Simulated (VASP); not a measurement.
Here is the system:

```
TaAs
1.0
    3.75700     0.00000     0.00000
    0.00000     3.75700     0.00000
    0.00000     0.00000     3.75700
Ta As
1 1
Cartesian
  0.00000   0.00000   0.00000
  1.87850   1.87850   1.87850
```

Computed with PBEsol GGA, VASP's PBE PAW potentials (set 64) (plane waves; VASP). Settings: 400 eV cut-off, 9×9×9 Γ-centred mesh, first-order Methfessel-Paxton smearing of 0.10 eV, potentials Ta_pv As.

Energy and stress use the plane-wave basis of the starting cell.

Q: The ions, cell shape and volume are relaxed. What does this cell relax into?

A: 
```
TaAs
1.0
    3.18183     0.00000     0.00000
    0.00000     3.18183     0.00000
    0.00000     0.00000     3.18183
Ta As
1 1
Direct
  0.00000   0.00000   0.00000
  0.50000   0.50000   0.50000
```
Space group Pm-3m (221), at a tolerance of 0.03 Å.

Q: How do energy and volume change from the first to the last step?

A: The energy (σ→0) changes by -1624.7 meV/atom and the volume by -39.3 %, in 7 ionic steps.

```tsv
step	E(σ→0) (eV)	max force (eV/Å)	pressure (GPa)	volume (Å³)
1	-15.0896	0.000	-31.22	53.03
2	-14.9067	0.000	154.96	22.44
3	-18.3126	0.000	-6.72	33.43
4	-18.3350	0.000	-2.76	32.68
5	-18.3390	0.000	0.10	32.20
6	-18.3390	0.000	-0.15	32.24
7	-18.3390	0.000	-0.01	32.21
```

The structure was generated: TaAs was put into the CsCl type type (Pm-3m), which need not be its known phase. This run relaxes it. Symmetry was kept, so distortions that lower it aren't found.
